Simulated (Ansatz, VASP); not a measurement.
# AlGa31O48 (partly crystallised Ga2O3): VASP beside Ansatz

Aim: how closely do two programs agree when they are given the same cell, functional and k mesh? Of the first pair: The structure shown is the start of the Ansatz relaxation below; VASP solves that cell, so the two are compared at the walk's first step.

Calculated with Ansatz 0.2.0; plane waves, with VASP 6.6.1 beside it; single point at PBE.

### Step 1. Set-up

The cell holds 80 atoms: 31 Ga, 1 Al and 48 O. Cell: a = 9.332 Å, b = 9.332 Å, c = 9.332 Å, α = 90.0°, β = 90.0°, γ = 90.0°. It derives from Ga2O3 (partly crystallised Ga2O3). As first built, before any earlier steps moved the atoms (in the runner's words): 80 atoms (32 Fe, 48 O) placed at random at 4.44 g/cm^3, melted at 5000 K for 10 ps at fixed volume with the Morse and Coulomb pair potential with partial charges (Pedone, Malavasi, Menziani, Cormack and Segre, J. Phys. Chem. B 110, 11780 (2006)). Quenched from 5000 K to 300 K at 20 K/ps and fixed volume, held 10 ps at zero pressure, then minimised at fixed cell. Then Fe was replaced by Ga and the cell scaled by 1.003 (the potential has no terms for the new elements, so the cell is a start for a DFT relaxation). Nearest the centre at fractional (0.802, 0.422, 0.710): Al32 at 0.00 Å, O80 at 1.82 Å, O39 at 1.83 Å, O67 at 1.86 Å, O48 at 1.87 Å, Ga12 at 2.71 Å, O44 at 2.74 Å, O45 at 3.05 Å.

### Step 2. Ansatz: relaxation, PBE

Ansatz runs on its default PAW (the set named soft_2) files.

The two programs are compared at the cell with which this relaxation starts, whose forces are those of its first step.

File input.yaml:

```yaml
crystal:
  lattice:
    - [9.33223, 0.0, 0.0]
    - [0.0, 9.33223, 0.0]
    - [0.0, 0.0, 9.33223]
  atoms:
    - { symbol: Ga, position: [0.78448, 0.89967, 0.32875] }
    - { symbol: Ga, position: [0.62179, 0.61306, 0.28434] }
    - { symbol: Ga, position: [0.79076, 0.80733, 0.01068] }
    - { symbol: Ga, position: [0.78699, 0.10829, 0.81564] }
    - { symbol: Ga, position: [0.27737, 0.13771, 0.55729] }
    - { symbol: Ga, position: [0.28065, 0.10486, 0.07826] }
    - { symbol: Ga, position: [0.42684, 0.80322, 0.0169] }
    - { symbol: Ga, position: [0.09115, 0.90256, 0.83527] }
    - { symbol: Ga, position: [0.94304, 0.61869, 0.30287] }
    - { symbol: Ga, position: [0.07439, 0.62269, 0.02734] }
    - { symbol: Ga, position: [0.27325, 0.60131, 0.80325] }
    - { symbol: Ga, position: [0.61431, 0.61459, 0.81888] }
    - { symbol: Ga, position: [0.61087, 0.1298, 0.54433] }
    - { symbol: Ga, position: [0.29957, 0.84504, 0.60773] }
    - { symbol: Ga, position: [0.44153, 0.33897, 0.30919] }
    - { symbol: Ga, position: [0.45252, 0.90003, 0.32079] }
    - { symbol: Ga, position: [0.61835, 0.11105, 0.08788] }
    - { symbol: Ga, position: [0.12025, 0.8976, 0.31966] }
    - { symbol: Al, position: [0.80232, 0.42194, 0.71022], spin: 0.6 }
    - { symbol: Ga, position: [0.9533, 0.10972, 0.08842] }
    - { symbol: Ga, position: [0.4514, 0.11761, 0.81598] }
    - { symbol: Ga, position: [0.12671, 0.34922, 0.27816] }
    - { symbol: Ga, position: [0.61423, 0.83252, 0.61779] }
    - { symbol: Ga, position: [0.45923, 0.43726, 0.58842] }
    - { symbol: Ga, position: [0.28792, 0.62001, 0.30016] }
    - { symbol: Ga, position: [0.10807, 0.41944, 0.56512] }
    - { symbol: Ga, position: [0.95923, 0.11138, 0.55689] }
    - { symbol: Ga, position: [0.11623, 0.28054, 0.87653] }
    - { symbol: Ga, position: [0.93853, 0.7236, 0.62619] }
    - { symbol: Ga, position: [0.79534, 0.3973, 0.04856] }
    - { symbol: Ga, position: [0.43859, 0.38931, 0.02537] }
    - { symbol: Ga, position: [0.79091, 0.31707, 0.35509] }
    - { symbol: O, position: [0.44383, 0.52576, 0.88453] }
    - { symbol: O, position: [0.60519, 0.27888, 0.41331] }
    - { symbol: O, position: [0.12988, 0.75993, 0.69247] }
    - { symbol: O, position: [0.28422, 0.96918, 0.22147] }
    - { symbol: O, position: [0.61569, 0.2198, 0.91324] }
    - { symbol: O, position: [0.93865, 0.9948, 0.72582] }
    - { symbol: O, position: [0.95503, 0.52203, 0.63853], spin: 0.6 }
    - { symbol: O, position: [0.27569, 0.28148, 0.41272] }
    - { symbol: O, position: [0.44297, 0.99973, 0.98635] }
    - { symbol: O, position: [0.97557, 0.27899, 0.42079] }
    - { symbol: O, position: [0.25157, 0.74995, 0.94066] }
    - { symbol: O, position: [0.9176, 0.2548, 0.92177] }
    - { symbol: O, position: [0.76334, 0.74648, 0.7123] }
    - { symbol: O, position: [0.11492, 0.24708, 0.67027] }
    - { symbol: O, position: [0.11571, 0.51956, 0.38866] }
    - { symbol: O, position: [0.62935, 0.50297, 0.65044], spin: 0.6 }
    - { symbol: O, position: [0.31515, 0.24949, 0.91846] }
    - { symbol: O, position: [0.78441, 0.72903, 0.19597] }
    - { symbol: O, position: [0.45003, 0.74155, 0.69204] }
    - { symbol: O, position: [0.78169, 0.51495, 0.37455] }
    - { symbol: O, position: [0.78367, 0.04482, 0.46758] }
    - { symbol: O, position: [0.28217, 0.78465, 0.42097] }
    - { symbol: O, position: [0.13338, 0.48558, 0.89481] }
    - { symbol: O, position: [0.45078, 0.21783, 0.15406] }
    - { symbol: O, position: [0.12567, 0.01891, 0.48527] }
    - { symbol: O, position: [0.11728, 0.22469, 0.13493] }
    - { symbol: O, position: [0.95397, 0.97065, 0.23075] }
    - { symbol: O, position: [0.60888, 0.45961, 0.13691] }
    - { symbol: O, position: [0.29929, 0.45275, 0.1762] }
    - { symbol: O, position: [0.78944, 0.23058, 0.17091] }
    - { symbol: O, position: [0.45862, 0.52348, 0.39896] }
    - { symbol: O, position: [0.94372, 0.77872, 0.43405] }
    - { symbol: O, position: [0.44449, 0.01189, 0.48827] }
    - { symbol: O, position: [0.27898, 0.5043, 0.63173] }
    - { symbol: O, position: [0.77512, 0.5085, 0.88817], spin: 0.6 }
    - { symbol: O, position: [0.11762, 0.71169, 0.20515] }
    - { symbol: O, position: [0.60918, 0.76257, 0.94896] }
    - { symbol: O, position: [0.95969, 0.48632, 0.13955] }
    - { symbol: O, position: [0.78893, 0.00693, 0.99455] }
    - { symbol: O, position: [0.28832, 0.00857, 0.72605] }
    - { symbol: O, position: [0.44952, 0.72204, 0.20063] }
    - { symbol: O, position: [0.61663, 0.01376, 0.71723] }
    - { symbol: O, position: [0.11409, 0.04785, 0.96145] }
    - { symbol: O, position: [0.96538, 0.76242, 0.93338] }
    - { symbol: O, position: [0.61781, 0.97536, 0.22835] }
    - { symbol: O, position: [0.44789, 0.24136, 0.6445] }
    - { symbol: O, position: [0.62127, 0.78671, 0.42327] }
    - { symbol: O, position: [0.79121, 0.2362, 0.65196], spin: 0.6 }
magnetization:
  spin_polarized: true
kpoints:
  mp_grid: { grid: [1, 1, 1] }
hamiltonian:
  xc: pbe
scf:
  occupations: { method: fermi_dirac, width: 0.025 }
  lower_state_search: "off"
output:
  forces: true
  eigenvalues: true
relax:
  f_tol: 0.05
  max_steps: 90
```

Command:

```console
$ ansatz run input.yaml --threads 4 --pin off --max-ram 8192MiB --backend cpu --events-out ev --progress --plain --runs-dir out
```

Numbers of over 12 decimals in the logs are rounded to 6 here.

Output:

```text
Engine: ansatz 0.2.0, aarch64-unknown-linux-gnu
Pseudopotentials: kind: paw
Pseudopotential: Ga, paw, valence charge 13, recommended cutoff 420 eV (normal), Ga.paw.azcp
Pseudopotential: Al, paw, valence charge 3, recommended cutoff 420 eV (normal), Al.paw.azcp
Pseudopotential: O, paw, valence charge 6, recommended cutoff 420 eV (normal), O.paw.azcp
Functional definition: PBE
  parameter kappa = 0.804
  parameter beta = 0.066725
  exchange = pbe_x(kappa = kappa, mu = beta*pi^2/3)
  correlation = pbe_c(beta = beta)
Crystal: 80 atoms, lattice volume = 812.749 Å³
Basis set: ecut = 420 eV, 15895 PW (Γ), exchange–correlation on 128×128×128 points (8 copies of the dense FFT grid, shifted against one another)
Bands: 429, of which v1, the nominal top of the filled ones, is band 347 counted from 1 (346 counted from 0)
Symmetry: 1 space group operations
Space group: P1 (ITA 1), of the structure as read, at distance tolerance 9.3e-5 Å
Magnetic group: BNS 1.1 (UNI 1), of the structure as read, at distance tolerance 9.3e-5 Å
k-points: 1
Non-local potential: Ga, projectors of the file, l = 0: 2, l = 1: 2, l = 2: 3, l = 3: 1
Non-local potential: Al, projectors of the file, l = 0: 2, l = 1: 2, l = 2: 1
Non-local potential: O, projectors of the file, l = 0: 2, l = 1: 2, l = 2: 1
PAW form: soft (Blöchl's): semilocal exchange-correlation on the pseudo side does not see the compensation charge
PAW one-centre angular grid: Ga, 590 points (default); XC on 64 Gauss nodes
PAW one-centre angular grid: Al, 110 points (default); XC on 64 Gauss nodes
PAW one-centre angular grid: O, 110 points (default); XC on 64 Gauss nodes
Initial density: superposition of atomic densities (chi_scale 0.1, normalization cell, long waves kept (reshape's long-wave potential 0.27 eV rms))
Starting moments: Σ|m| = 3 μB on 5 of 80 sites
Initial wavefunctions: pseudopotential atomic-orbital guess
Functional: x = pbe(κ = 0.804, μ = 0.219515), c = pbe(β = 0.066725)
SCF iter   1: F=—  HF=-145088.264739 eV  |F-HF|=—  |Δ(HF+E_count)|=         —  Δρ=5.90e-2 (↑5.67e-2 ↓5.90e-2)  dr2=5.44e1  dr2_m=1.06e0  M=0.000 μB ∫|m|=0.515 μB  β_m=0.30  ethr=3.10e-3  ⟨swp⟩=6.0  Hψ=3077  notcnv=0
preconditioner: auto → Resta (q_TF=auto, 2.657 Å⁻¹)  ε∞=4.3  [insulator: Δε(μ)=2.484 eV  Ē_g=18.970 eV  σ=0.025 eV  W_gap=1.00  n_scr=250 (ndim 8)  ℏωp=34.3 eV  f_vac=0.000  D(μ)=0.00/eV (n_scr^D=0)  ε∞_Penn≈4.3]
spin=Collinear: Resta preconditioning applied to the charge; magnetization (m = ρ↑ − ρ↓) channel mixes plain (no charge-response kernel on spin).
SCF iter   2: F=—  HF=-145076.974976 eV  |F-HF|=—  |Δ(HF+E_count)|=    1.13e1  Δρ=3.80e-2 (↑3.71e-2 ↓3.80e-2)  dr2=2.22e1  dr2_m=5.70e-1  M=0.000 μB ∫|m|=0.401 μB  β_m=0.30  ethr=3.10e-3  ⟨swp⟩=3.0  Hψ=1682  notcnv=0  defer=152
SCF iter   3: F=—  HF=-145070.172253 eV  |F-HF|=—  |Δ(HF+E_count)|=    6.80e0  Δρ=1.37e-2 (↑1.37e-2 ↓1.22e-2)  dr2=2.08e0  dr2_m=3.11e-1  M=0.000 μB ∫|m|=0.312 μB  β_m=0.30  ethr=3.10e-3  ⟨swp⟩=3.0  Hψ=1320  notcnv=0  defer=152
SCF iter   4: F=—  HF=-145069.522725 eV  |F-HF|=—  |Δ(HF+E_count)|=   6.50e-1  Δρ=5.61e-3 (↑5.32e-3 ↓5.61e-3)  dr2=1.42e-1  dr2_m=1.70e-1  M=0.000 μB ∫|m|=0.240 μB  β_m=0.30  ethr=3.00e-4  ⟨swp⟩=3.0  Hψ=1610  notcnv=0  defer=146
SCF iter   5: F=—  HF=-145069.627569 eV  |F-HF|=—  |Δ(HF+E_count)|=   1.05e-1  Δρ=4.42e-3 (↑4.20e-3 ↓4.42e-3)  dr2=8.65e-2  dr2_m=9.38e-2  M=0.000 μB ∫|m|=0.188 μB  β_m=0.30  ethr=2.04e-5  ⟨swp⟩=2.0  Hψ=1286  notcnv=0  defer=146
SCF iter   6: F=—  HF=-145069.722067 eV  |F-HF|=—  |Δ(HF+E_count)|=   9.45e-2  Δρ=2.76e-3 (↑2.76e-3 ↓2.69e-3)  dr2=1.36e-2  dr2_m=5.22e-2  M=0.000 μB ∫|m|=0.148 μB  β_m=0.30  ethr=1.25e-5  ⟨swp⟩=2.0  Hψ=1328  notcnv=0  defer=146
SCF iter   7: F=—  HF=-145069.734460 eV  |F-HF|=—  |Δ(HF+E_count)|=   1.24e-2  Δρ=2.01e-3 (↑1.99e-3 ↓2.01e-3)  dr2=9.63e-4  dr2_m=2.93e-2  M=0.000 μB ∫|m|=0.116 μB  β_m=0.30  ethr=1.96e-6  ⟨swp⟩=2.0  Hψ=1570  notcnv=0  defer=146
Mixer restart at iter 7: flushing history
spin-set hold released at iteration 7 (site moments contracting): the magnetisation degrees of freedom join the quasi-Newton model from the next iteration; the mixer history was flushed
SCF iter   8: F=—  HF=-145069.742105 eV  |F-HF|=—  |Δ(HF+E_count)|=   7.65e-3  Δρ=1.51e-3 (↑1.50e-3 ↓1.51e-3)  dr2=5.78e-4  dr2_m=1.66e-2  M=0.000 μB ∫|m|=0.092 μB  β_m=0.65  ethr=1.39e-7  ⟨swp⟩=2.0  Hψ=1397  notcnv=0  defer=146
SCF iter   9: F=—  HF=-145069.751882 eV  |F-HF|=—  |Δ(HF+E_count)|=   9.78e-3  Δρ=9.56e-5 (↑8.95e-5 ↓9.56e-5)  dr2=7.47e-5  dr2_m=4.02e-5  M=0.000 μB ∫|m|=0.010 μB  β_m=0.75  ethr=8.33e-8  ⟨swp⟩=3.0  Hψ=2046  notcnv=0  defer=146
iter 10 did not close the SCF: its close was put off for a magnetic moment that had not settled (scf_convergence_deferred on its scf_iter line)
[...]
--- Relaxed structure (7 steps of the walk, 7 accepted, 0 SCFs on fresh bases) ---
  F+E_penalty+E_count = -145070.00524255 eV   max|allowed force component| = 1.425e-2 eV/Å
  atoms:
    - { symbol: Ga, position: [0.784626, 0.900359, 0.330859] }
    - { symbol: Ga, position: [0.621955, 0.613161, 0.283738] }
    - { symbol: Ga, position: [0.790311, 0.808549, 0.012002] }
    - { symbol: Ga, position: [0.786535, 0.113412, 0.816374] }
    - { symbol: Ga, position: [0.277907, 0.137400, 0.557318] }
    - { symbol: Ga, position: [0.280929, 0.103898, 0.078469] }
    - { symbol: Ga, position: [0.427822, 0.802562, 0.017268] }
    - { symbol: Ga, position: [0.086258, 0.903515, 0.834093] }
    - { symbol: Ga, position: [0.942941, 0.619225, 0.301375] }
    - { symbol: Ga, position: [0.076439, 0.624017, 0.026707] }
    - { symbol: Ga, position: [0.275373, 0.599344, 0.803762] }
    - { symbol: Ga, position: [0.616904, 0.612716, 0.817587] }
    - { symbol: Ga, position: [0.611479, 0.132299, 0.545616] }
    - { symbol: Ga, position: [0.297894, 0.843690, 0.609252] }
    - { symbol: Ga, position: [0.441187, 0.338784, 0.309568] }
    - { symbol: Ga, position: [0.453148, 0.900441, 0.322110] }
    - { symbol: Ga, position: [0.619159, 0.111295, 0.088849] }
    - { symbol: Ga, position: [0.120516, 0.898103, 0.320675] }
    - { symbol: Al, position: [0.796940, 0.425204, 0.704846] }
    - { symbol: Ga, position: [0.953706, 0.109563, 0.088818] }
    - { symbol: Ga, position: [0.451027, 0.117022, 0.816205] }
    - { symbol: Ga, position: [0.127940, 0.348659, 0.278623] }
    - { symbol: Ga, position: [0.613467, 0.834304, 0.618714] }
    - { symbol: Ga, position: [0.458643, 0.438939, 0.589157] }
    - { symbol: Ga, position: [0.287996, 0.620183, 0.300621] }
    - { symbol: Ga, position: [0.105371, 0.419899, 0.565741] }
    - { symbol: Ga, position: [0.959220, 0.113382, 0.557811] }
    - { symbol: Ga, position: [0.116615, 0.281358, 0.876617] }
    - { symbol: Ga, position: [0.937387, 0.718818, 0.625599] }
    - { symbol: Ga, position: [0.796658, 0.398408, 0.046185] }
    - { symbol: Ga, position: [0.440842, 0.388211, 0.024776] }
    - { symbol: Ga, position: [0.791182, 0.317070, 0.354126] }
    - { symbol: O, position: [0.446505, 0.520096, 0.879068] }
    - { symbol: O, position: [0.605542, 0.279133, 0.412467] }
    - { symbol: O, position: [0.126973, 0.759989, 0.693417] }
    - { symbol: O, position: [0.284892, 0.969823, 0.223138] }
    - { symbol: O, position: [0.614621, 0.219954, 0.914167] }
    - { symbol: O, position: [0.936649, 0.998871, 0.726920] }
    - { symbol: O, position: [0.947959, 0.516856, 0.638418] }
    - { symbol: O, position: [0.275970, 0.281123, 0.412674] }
    - { symbol: O, position: [0.443638, 0.998712, 0.986720] }
    - { symbol: O, position: [0.975845, 0.279198, 0.420627] }
    - { symbol: O, position: [0.253354, 0.746183, 0.941570] }
    - { symbol: O, position: [0.919594, 0.253288, 0.923753] }
    - { symbol: O, position: [0.762644, 0.746140, 0.712214] }
    - { symbol: O, position: [0.115614, 0.247460, 0.670388] }
    - { symbol: O, position: [0.114979, 0.519256, 0.388530] }
    - { symbol: O, position: [0.632141, 0.499719, 0.647541] }
    - { symbol: O, position: [0.314700, 0.248112, 0.919005] }
    - { symbol: O, position: [0.784257, 0.730193, 0.196975] }
    - { symbol: O, position: [0.450088, 0.741165, 0.692594] }
    - { symbol: O, position: [0.781883, 0.514931, 0.373289] }
    - { symbol: O, position: [0.783956, 0.047166, 0.468717] }
    - { symbol: O, position: [0.282098, 0.784724, 0.422108] }
    - { symbol: O, position: [0.133533, 0.485525, 0.893888] }
    - { symbol: O, position: [0.451465, 0.218101, 0.154142] }
[...]
- { symbol: O, position: [0.449869, 0.722624, 0.201638] }
    - { symbol: O, position: [0.617176, 0.015444, 0.717897] }
    - { symbol: O, position: [0.114523, 0.044153, 0.963836] }
    - { symbol: O, position: [0.963966, 0.761694, 0.933301] }
    - { symbol: O, position: [0.618363, 0.975552, 0.229200] }
    - { symbol: O, position: [0.447629, 0.242514, 0.644965] }
    - { symbol: O, position: [0.621662, 0.787225, 0.424562] }
    - { symbol: O, position: [0.791163, 0.244139, 0.654679] }
```

Reading the cycles: dr2 is the Hartree energy of the density residual (eV), the measure of convergence; HF is the Harris–Foulkes estimate of the energy, which meets the free energy F at convergence.

(Continued in part 2 of 4.)

[Lines on the potential files, build, host, timing and source positions are cut from VASP's logs without a mark.]

[Logs are printed without paths, hosts, clocks, repeated set-up lines and the standing remarks that a program may print on its own settings, such as how far it seeks lower states.]

[Hosts, paths, dates, database ids (printed as entryN), source tags and the programs' standing remarks are cut or masked in the printed files.]
